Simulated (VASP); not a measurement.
# What spin-orbit coupling changes in Pb2Au, part 3 of 4

Aim: run bands, DOS and a relaxation of Pb2Au twice, without and with spin-orbit coupling. All runs use PBEsol. Left out of this account: 1 further run (fields: a reference on another mesh). The start is a computed cell from the Materials Project.

VASP 6.6.1, plane waves and PAW; the level of theory is named at each step.

Still holding for the runs below: The k-mesh is coarse for a metal.

So far. Step 2 (Bands along the symmetry lines (PBEsol)): There is no gap at this level. Step 3 (Bands along the symmetry lines (PBEsol + SOC)): There is no gap at this level. Without the coupling there was no gap either. The run took 4.0 times the core time, with 96 spinor bands against 58.

### 4. Total and projected DOS (PBEsol)

This step: PBEsol; plane waves and PAW (Pb_d, Au) (VASP 6.6.1).

Here the states are counted by energy and projected on the atoms.

Contents of INCAR:

```
SYSTEM = Pb2Au
PREC = Accurate
ENCUT = 400
EDIFF = 1E-06
NELM = 100
ISMEAR = -5
SIGMA = 0.05
LREAL = .FALSE.
ALGO = Normal
GGA = PS
NBANDS = 58
LASPH = .TRUE.
LORBIT = 11
LWAVE = .FALSE.
LCHARG = .FALSE.
KPAR = 4
NEDOS = 2001
```

Contents of POSCAR:

```
Pb2Au
1.0
   -3.7106617028      3.7158680482      2.8576328593
    3.7106617028     -3.7158680482      2.8576328593
    3.7106617028      3.7158680482     -2.8576328593
Pb Au
4 2
Direct
    0.1596572200      0.1595574500      0.3192146700
    0.6596572200      0.3404425500      0.0000997700
    0.3403427800      0.6595574500      0.9999002300
    0.8403427800      0.8404425500      0.6807853300
    0.7500000000      0.2500000000      0.5000000000
    0.2500000000      0.7500000000      0.5000000000
```

Contents of KPOINTS:

```
Automatic mesh
0
Gamma
6 6 6
0 0 0
```

PAW data sets: Pb_d and Au (PBE family, release 64).

The run is started by

```
> mpirun -np 4 vasp_std
```

What it wrote:

```text
[... set-up lines as in an earlier step ...]
 entering main loop
       N       E                     dE             d eps       ncg     rms          rms(c)
DAV:   1     0.866980702698E+03    0.86698E+03   -0.30462E+04  5352   0.135E+03
DAV:   2     0.756800859721E+02   -0.79130E+03   -0.74863E+03  5376   0.405E+02
DAV:   3    -0.208570469195E+02   -0.96537E+02   -0.92151E+02  5974   0.173E+02
DAV:   4    -0.251211139755E+02   -0.42641E+01   -0.42398E+01  6462   0.384E+01
DAV:   5    -0.252884792357E+02   -0.16737E+00   -0.16744E+00  7008   0.687E+00    0.791E+00
DAV:   6    -0.243921559052E+02    0.89632E+00   -0.35918E+00  6606   0.926E+00    0.633E+00
DAV:   7    -0.243056421466E+02    0.86514E-01   -0.25763E-01  6248   0.301E+00    0.339E+00
DAV:   8    -0.242812746809E+02    0.24367E-01   -0.67385E-02  6996   0.168E+00    0.365E-01
DAV:   9    -0.242788986173E+02    0.23761E-02   -0.14944E-02  6782   0.925E-01    0.214E-01
DAV:  10    -0.242787111344E+02    0.18748E-03   -0.15678E-03  6668   0.281E-01    0.329E-02
DAV:  11    -0.242786933860E+02    0.17748E-04   -0.66781E-05  6840   0.448E-02    0.878E-03
DAV:  12    -0.242786932397E+02    0.14633E-06   -0.45656E-06  5788   0.131E-02
   1 F= -.24278693E+02 E0= -.24278693E+02  d E =0.000000E+00
 -----------------------------------------------------------------------------
|                                                                             |
|           W    W    AA    RRRRR   N    N  II  N    N   GGGG   !!!           |
|           W    W   A  A   R    R  NN   N  II  NN   N  G    G  !!!           |
|           W    W  A    A  R    R  N N  N  II  N N  N  G       !!!           |
|           W WW W  AAAAAA  RRRRR   N  N N  II  N  N N  G  GGG   !            |
|           WW  WW  A    A  R   R   N   NN  II  N   NN  G    G                |
|           W    W  A    A  R    R  N    N  II  N    N   GGGG   !!!           |
|                                                                             |
|     Tetrahedron method does not include variations of the Fermi             |
|     occupations, so forces and stress will be inaccurate. We suggest        |
|     using a different smearing scheme ISMEAR = 1 or 2 for metals in         |
|     relaxations.                                                            |
|                                                                             |
 -----------------------------------------------------------------------------
```

Elapsed: 96 s, on 4 MPI ranks of AMD EPYC 7R43, shared host; peak memory 1.4 GiB; 5.3 min of CPU time.

OUTCAR, selected parts (step 4):

```text
 Found     46 irreducible k-points:

   NELECT =      78.0000    total number of electrons

 E-fermi :   7.3753

 k-point     1 :       0.0000    0.0000    0.0000
  band No.  band energies     occupation
    ...
     37       5.8656      2.00000
     38       5.9128      2.00000
     39       5.9135      2.00000
     40       6.0747      2.00000
     41       6.3740      2.41913
     42       7.4870      0.00000
     43       8.6745      0.00000
     44       9.0662      0.00000
     45      10.7742      0.00000
     46      10.8967      0.00000
    ...

 k-point     2 :       0.1667   -0.0000    0.0000
  band No.  band energies     occupation
    ...
     37       5.6114      2.00000
     38       5.6935      2.00000
     39       5.9761      2.01880
     40       7.0324      1.79895
     41       7.2591      0.81787
     42       8.6509      0.00000
     43       8.7904      0.00000
     44       9.8643      0.00000
     45      10.4093      0.00000
     46      11.1924      0.00000
    ...

  Total       -2.1929559     -2.2193918     -2.4014829     -0.0000000      0.0000000      0.0000000
  in kB      -22.2926867    -22.5614232    -24.4124861     -0.0000000      0.0000000      0.0000000
  external PRESSURE =     -23.0888653 kB  Pullay stress =       0.0000000 kB

 POSITION                                       TOTAL-FORCE (eV/Angst)
 -----------------------------------------------------------------------------------
      1.18413      1.18653      0.00000         0.033598      0.030385     -0.000000
     -1.18413      1.18653      2.85763        -0.033598      0.030385      0.000000
      4.89479      2.52934      0.00000         0.033598     -0.030385      0.000000
      2.52653      2.52934      2.85763        -0.033598     -0.030385      0.000000
     -0.00000      3.71587      1.42882        -0.000000     -0.000000      0.000000
      3.71066      0.00000      1.42882        -0.000000     -0.000000      0.000000
 -----------------------------------------------------------------------------------
    total drift:                               -0.000000      0.000000      0.000000

  FREE ENERGIE OF THE ION-ELECTRON SYSTEM (eV)
  ---------------------------------------------------
  free  energy   TOTEN  =       -24.2786932397 eV

  energy  without entropy=      -24.2786932397  energy(sigma->0) =      -24.27869324

 total charge
# of ion       s       p       d       tot
------------------------------------------
    1        1.390   0.714   9.815  11.919
    2        1.390   0.714   9.815  11.919
    3        1.390   0.714   9.815  11.919
    4        1.390   0.714   9.815  11.919
    5        0.628   0.292   8.709   9.628
    6        0.628   0.292   8.709   9.628
--------------------------------------------------
tot          6.814   3.441  56.678  66.933

[... 9 parts as in an earlier step ...]

[... 5 further parts left out ...]
```

At this level the cell is under a tension of 2.3 GPa, so at these settings it is away from equilibrium. With tetrahedra the forces and stress of a metal are not exact derivatives of the energy.

This step gave:

- SCF cycles: 12
- bands: 58
- free energy (TOTEN): -24.28 eV
- Fermi energy: 7.375 eV
- pressure: -2.309 GPa
- DOS at the Fermi level: 2.130 states/eV/cell

The density of states has structure finer than the step of the table below, so its rows give means over 0.5 eV, whole bins alone (the curve runs from -12.0 to 4.90 eV). Peaks (eV: height): total -4.58: 14.1, -4.42: 17.6, -4.17: 14.5, -3.77: 13.5; Au d -4.58: 9.65, -4.42: 13.3, -4.17: 11.4, -3.77: 10.7; Pb p -1.77: 1.63, 3.05: 1.48, 3.85: 2.30, 4.26: 2.01; Pb s -9.07: 1.83, -8.51: 2.17, -8.03: 2.76, -3.77: 0.505; Au s -4.90: 0.390, -4.58: 0.386, -2.97: 0.443, 3.61: 0.337.

States under -12.0 eV and over 4.9 eV are left out. Density of states against energy, zero at the Fermi level; means over each step; values in states/eV/cell:

| energy (eV) | total | Au d | Pb p | Pb s | Au s | Au p |
| --- | --- | --- | --- | --- | --- | --- |
| -11.5 | 0.0179 | 0 | 2.8e-5 | 0.00873 | 0.00122 | 1.4e-5 |
| -11.0 | 0.540 | 2.8e-4 | 0.00357 | 0.266 | 0.0331 | 0.00193 |
| -10.5 | 1.04 | 0.00234 | 0.0125 | 0.530 | 0.0481 | 0.00784 |
| -10.0 | 1.50 | 0.00866 | 0.0242 | 0.786 | 0.0493 | 0.0152 |
| -9.5 | 1.33 | 0.0172 | 0.0257 | 0.707 | 0.0430 | 0.0141 |
| -9.0 | 2.50 | 0.0599 | 0.0472 | 1.38 | 0.0673 | 0.0281 |
| -8.5 | 3.07 | 0.145 | 0.0463 | 1.78 | 0.0439 | 0.0289 |
| -8.0 | 3.94 | 0.268 | 0.0429 | 2.35 | 0.0466 | 0.0313 |
| -7.5 | 1.95 | 0.174 | 0.0143 | 1.19 | 0.0163 | 0.0164 |
| -7.0 | 0.0643 | 0.00613 | 5.3e-4 | 0.0382 | 0.00141 | 6.2e-4 |
| -6.5 | 0.285 | 0.101 | 0.0155 | 0.0116 | 0.0640 | 0.00244 |
| -6.0 | 1.64 | 0.915 | 0.0486 | 0.0555 | 0.225 | 0.0142 |
| -5.5 | 1.87 | 1.13 | 0.0916 | 0.0293 | 0.149 | 0.0252 |
| -5.0 | 7.49 | 4.79 | 0.489 | 0.0972 | 0.247 | 0.0623 |
| -4.5 | 12.1 | 8.76 | 0.563 | 0.162 | 0.231 | 0.0823 |
| -4.0 | 10.8 | 8.42 | 0.274 | 0.267 | 0.158 | 0.0640 |
| -3.5 | 6.86 | 5.59 | 0.133 | 0.207 | 0.118 | 0.0380 |
| -3.0 | 3.82 | 1.85 | 0.319 | 0.298 | 0.344 | 0.0559 |
| -2.5 | 1.92 | 0.485 | 0.328 | 0.127 | 0.142 | 0.0778 |
| -2.0 | 3.02 | 0.645 | 0.673 | 0.145 | 0.105 | 0.121 |
| -1.5 | 2.97 | 0.564 | 0.708 | 0.175 | 0.0937 | 0.105 |
| -1.0 | 3.32 | 0.366 | 0.867 | 0.247 | 0.119 | 0.134 |
| -0.5 | 2.69 | 0.286 | 0.692 | 0.171 | 0.0991 | 0.159 |
| 0.0 | 2.18 | 0.212 | 0.593 | 0.125 | 0.0658 | 0.133 |
| 0.5 | 2.73 | 0.235 | 0.786 | 0.151 | 0.0760 | 0.151 |
| 1.0 | 2.46 | 0.200 | 0.702 | 0.137 | 0.0988 | 0.112 |
| 1.5 | 2.65 | 0.201 | 0.757 | 0.116 | 0.142 | 0.108 |
| 2.0 | 3.31 | 0.230 | 0.953 | 0.123 | 0.221 | 0.135 |
| 2.5 | 3.20 | 0.219 | 0.981 | 0.0697 | 0.190 | 0.122 |
| 3.0 | 3.81 | 0.252 | 1.29 | 0.0594 | 0.204 | 0.122 |
| 3.5 | 4.09 | 0.260 | 1.49 | 0.0429 | 0.248 | 0.119 |
| 4.0 | 4.68 | 0.207 | 1.80 | 0.0437 | 0.258 | 0.122 |
| 4.5 | 4.43 | 0.169 | 1.88 | 0.0268 | 0.203 | 0.0972 |

Of the states within 0.3 eV of the Fermi level, the largest shares in the PAW spheres are Pb p 27 %, Au d 10 % and Au p 6 %. The rest lies in smaller channels or between the spheres.

### 5. Total and projected DOS (PBEsol + SOC)

This step: PBEsol, spin-orbit coupling; plane waves and PAW (Pb_d, Au) (VASP 6.6.1).

Here the states are counted by energy and projected on the atoms.

Changes to INCAR since step 4:

```diff
@@ -10,4 +10,9 @@
 GGA = PS
-NBANDS = 58
+LNONCOLLINEAR = .TRUE.
+MAGMOM = 0 0 0 0 0 0 0 0 0 0 0 0 0 0 0 0 0 0
+NBANDS = 96
+GGA_COMPAT = .FALSE.
 LASPH = .TRUE.
+LSORBIT = .TRUE.
+LMAXMIX = 4
 LORBIT = 11
```

POSCAR is that of step 4.

KPOINTS is that of step 4.

The run is started by

```
> mpirun -np 4 vasp_ncl
```

What it wrote:

```text
[... set-up lines as in an earlier step ...]
 entering main loop
       N       E                     dE             d eps       ncg     rms          rms(c)
DAV:   1     0.938540747921E+03    0.93854E+03   -0.30770E+04  8832   0.163E+03
DAV:   2     0.109160803501E+03   -0.82938E+03   -0.80215E+03  8912   0.498E+02
DAV:   3    -0.191506397124E+02   -0.12831E+03   -0.12088E+03  9720   0.235E+02
DAV:   4    -0.276384675266E+02   -0.84878E+01   -0.83033E+01 11136   0.608E+01
DAV:   5    -0.278970087196E+02   -0.25854E+00   -0.25803E+00 12576   0.110E+01    0.910E+00
DAV:   6    -0.269002589820E+02    0.99675E+00   -0.52306E+00 10384   0.125E+01    0.775E+00
DAV:   7    -0.268166680941E+02    0.83591E-01   -0.45596E-01  9712   0.404E+00    0.406E+00
DAV:   8    -0.267908355806E+02    0.25833E-01   -0.10112E-01 10736   0.207E+00    0.157E+00
DAV:   9    -0.267882990093E+02    0.25366E-02   -0.15044E-02 11656   0.740E-01    0.307E-01
DAV:  10    -0.267872542329E+02    0.10448E-02   -0.40909E-03 11656   0.508E-01    0.158E-01
DAV:  11    -0.267872175325E+02    0.36700E-04   -0.10813E-03 10872   0.270E-01    0.392E-02
DAV:  12    -0.267872045263E+02    0.13006E-04   -0.65601E-05 10800   0.799E-02    0.190E-02
DAV:  13    -0.267872015971E+02    0.29291E-05   -0.38805E-06  8136   0.124E-02    0.516E-03
DAV:  14    -0.267872004533E+02    0.11438E-05   -0.84221E-07  5128   0.654E-03    0.425E-03
DAV:  15    -0.267872002495E+02    0.20383E-06   -0.46455E-07  5040   0.372E-03
   1 F= -.26787200E+02 E0= -.26787200E+02  d E =0.000000E+00  mag=    -0.0000     0.0000     0.0000
 [... a notice as in an earlier step ...]
```

Run time: 6.4 min. Hardware: 4 MPI ranks; peak memory 3.7 GiB; 21 min of CPU time.

From OUTCAR (step 5):

```text
   NELECT =      78.0000    total number of electrons

 E-fermi :   7.2816

 k-point     1 :       0.0000    0.0000    0.0000
  band No.  band energies     occupation
    ...
     78       5.8537      1.00000
     79       6.0145      1.00000
     80       6.0145      1.00000
     81       6.5645      1.25770
     82       6.5645      1.25799
     83       7.5359      0.00000
     84       7.5359      0.00000
     85       8.6492      0.00000
     86       8.6492      0.00000
     87       9.0901      0.00000
    ...

  Total       -2.2641218     -2.2970879     -2.7864107      0.0000000      0.0000000      0.0000000
  in kB      -23.0161300    -23.3512502    -28.3255040      0.0000000      0.0000000      0.0000000
  external PRESSURE =     -24.8976281 kB  Pullay stress =       0.0000000 kB

 POSITION                                       TOTAL-FORCE (eV/Angst)
 -----------------------------------------------------------------------------------
      1.18413      1.18653      0.00000         0.017509      0.013458     -0.000000
     -1.18413      1.18653      2.85763        -0.017509      0.013458      0.000000
      4.89479      2.52934      0.00000         0.017509     -0.013458     -0.000000
      2.52653      2.52934      2.85763        -0.017509     -0.013458      0.000000
     -0.00000      3.71587      1.42882         0.000000     -0.000000      0.000000
      3.71066      0.00000      1.42882        -0.000000     -0.000000      0.000000
 -----------------------------------------------------------------------------------
    total drift:                               -0.000000      0.000000      0.000000

  FREE ENERGIE OF THE ION-ELECTRON SYSTEM (eV)
  ---------------------------------------------------
  free  energy   TOTEN  =       -26.7872002495 eV

  energy  without entropy=      -26.7872002495  energy(sigma->0) =      -26.78720025

 Spin-Orbit-Coupling matrix elements
 Ion:    1  E_soc:     -1.0467430
 Ion:    2  E_soc:     -1.0467430
 Ion:    3  E_soc:     -1.0467430
 Ion:    4  E_soc:     -1.0467430
 Ion:    5  E_soc:     -0.5429467
 Ion:    6  E_soc:     -0.5429467

 magnetization (x)
# of ion       s       p       d       tot
------------------------------------------
    1       -0.000   0.000   0.000   0.000
    2        0.000  -0.000  -0.000  -0.000
    3        0.000  -0.000  -0.000  -0.000
    4       -0.000   0.000   0.000   0.000
    5        0.000  -0.000  -0.000   0.000
    6        0.000  -0.000  -0.000   0.000
--------------------------------------------------
tot          0.000  -0.000  -0.000   0.000

 magnetization (y)
# of ion       s       p       d       tot
------------------------------------------
    1        0.000  -0.000   0.000  -0.000
    2       -0.000   0.000  -0.000   0.000
    3       -0.000   0.000  -0.000   0.000
    4        0.000  -0.000   0.000  -0.000
    5       -0.000   0.000   0.000  -0.000
    6       -0.000   0.000   0.000  -0.000
--------------------------------------------------
tot         -0.000   0.000  -0.000  -0.000

 magnetization (z)
# of ion       s       p       d       tot
------------------------------------------
    1        0.000  -0.000  -0.000   0.000
    2       -0.000   0.000   0.000  -0.000
    3       -0.000   0.000   0.000  -0.000
    4        0.000  -0.000  -0.000   0.000
    5        0.000  -0.000  -0.000  -0.000
    6        0.000  -0.000  -0.000  -0.000
--------------------------------------------------
tot          0.000   0.000  -0.000   0.000

[... 9 parts as in an earlier step ...]

[... 8 further parts left out ...]
```

At this level the cell is under a tension of 2.5 GPa, so at these settings it is away from equilibrium.

Numbers from this step:

| Item | Value |
| --- | --- |
| SCF cycles | 15 |
| bands | 96 |
| free energy (TOTEN) | -26.79 eV |
| Fermi energy | 7.282 eV |
| pressure | -2.490 GPa |
| DOS at the Fermi level | 2.206 states/eV/cell |

On-site spin-orbit energy by atom:

```csv
atom,on-site spin-orbit energy (eV)
Pb1,-1.05
Pb2,-1.05
Pb3,-1.05
Pb4,-1.05
Au5,-0.54
Au6,-0.54
```

The density of states has structure finer than the step of the table below, so its rows give means over 0.5 eV, whole bins alone (the curve runs from -12.0 to 2.35 eV). Peaks (eV: height): total -5.35: 11.5, -4.95: 11.9, -4.00: 10.0, -3.46: 22.7; Au d -5.35: 8.93, -4.95: 9.01, -4.00: 6.55, -3.46: 18.1; Pb p -1.77: 1.59, -0.96: 1.03, 0.39: 1.02, 2.08: 1.49; Pb s -8.93: 1.75, -8.39: 2.18, -7.92: 2.82, -3.46: 0.619; Au s -6.17: 0.306, -4.54: 0.463, -2.79: 0.388, 2.08: 0.328.

States under -12.0 eV and over 2.3 eV are left out. Table of density of states by energy, zero at the Fermi level; means over each step; values in states/eV/cell:

```csv
energy (eV),total,Au d,Pb p,Pb s,Au s,Au p
-11.5,2.9e-4,0,0,1.4e-4,2.0e-5,0
-11.0,0.375,5.5e-5,0.00210,0.183,0.0244,0.00110
-10.5,0.905,0.00170,0.0100,0.452,0.0472,0.00598
-10.0,1.44,0.00701,0.0222,0.743,0.0527,0.0144
-9.5,1.37,0.0149,0.0260,0.719,0.0420,0.0152
-9.0,2.38,0.0560,0.0479,1.29,0.0741,0.0274
-8.5,2.82,0.137,0.0458,1.60,0.0451,0.0283
-8.0,3.90,0.286,0.0475,2.28,0.0482,0.0329
-7.5,2.58,0.261,0.0219,1.52,0.0252,0.0212
-7.0,0.253,0.0284,0.00154,0.150,0.00272,0.00241
-6.5,0.433,0.204,0.0173,0.0161,0.0770,0.00313
-6.0,1.99,1.29,0.0428,0.0484,0.203,0.0171
-5.5,6.67,5.05,0.226,0.0729,0.132,0.0421
-5.0,7.51,5.57,0.264,0.233,0.162,0.0358
-4.5,5.92,3.29,0.521,0.145,0.301,0.0553
-4.0,6.94,4.45,0.450,0.175,0.212,0.102
-3.5,8.94,7.01,0.249,0.198,0.123,0.0523
-3.0,5.12,3.35,0.289,0.248,0.220,0.0545
-2.5,3.18,1.34,0.389,0.202,0.205,0.0844
-2.0,2.72,0.679,0.575,0.127,0.0946,0.112
-1.5,3.40,0.776,0.775,0.200,0.112,0.115
-1.0,3.50,0.513,0.882,0.267,0.126,0.142
-0.5,2.51,0.286,0.638,0.166,0.103,0.155
0.0,2.30,0.251,0.624,0.132,0.0769,0.135
0.5,2.97,0.277,0.865,0.165,0.0955,0.166
1.0,2.22,0.198,0.646,0.114,0.0898,0.103
1.5,2.42,0.193,0.698,0.101,0.135,0.103
2.0,3.54,0.243,1.02,0.123,0.249,0.144
```

The DOS at the Fermi level goes from 2.13 to 2.21 states/eV/cell, a number that is sensitive to the mesh. The run took 4.0 times the core time, with 96 spinor bands against 58. Of the states within 0.3 eV of the Fermi level, the largest shares in the PAW spheres are Pb p 27 %, Au d 11 % and Au p 6 %. The rest lies in smaller channels or between the spheres.

[end of part 3 of 4]

[Lines on the potential files, build, host, timing and source positions are cut from VASP's logs without a mark.]

[Logs are printed without paths, hosts, clocks, repeated set-up lines and the standing remarks that a program may print on its own settings, such as how far it seeks lower states.]

[Hosts, paths, dates, database ids (printed as entryN), source tags and the programs' standing remarks are cut or masked in the printed files.]

[A measured line is paired with the nearest computed mode of its activity, which favours agreement.]
